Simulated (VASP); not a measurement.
The system is Fe.

```
Fe
1.0
    -1.39252    1.39252    1.39252
     1.39252   -1.39252    1.39252
     1.39252    1.39252   -1.39252
Fe
1
Cartesian
  0.0000 0.0000 0.0000
```

Base run:

- Program: VASP 6.6.1
- Functional: PBEsol
- Potentials or basis: VASP PAW PBE potentials, release 64 (Fe)
- Cutoff: 900 eV
- k mesh: 20 × 20 × 20
- Occupations: gaussian, width 0.1 eV
- Spin: collinear spin, ferromagnetic start
- Starting moments: [3.0] μB

Its results: band gap on the k mesh none (metal or under the smearing width); pressure 0.1 GPa; net moment 2.09 μB per cell; site moments Fe +2.07 μB.

Q: The run is repeated on the same cell with these changes: functional from PBEsol to r2SCAN; cutoff from 900 eV to 520 eV. What comes out?

A: Band gap on the k mesh none (metal or under the smearing width); pressure 17.6 GPa; net moment 2.54 μB per cell; site moments Fe +2.57 μB.

Caveats: the PAW data sets were made with another functional, which shifts forces and pressure a little (some runs); so large a pressure means that the cell lies far from this level's equilibrium, or that cutoff or potentials fall short (some runs); the potentials were made for another functional, which shifts forces and pressure (some runs).
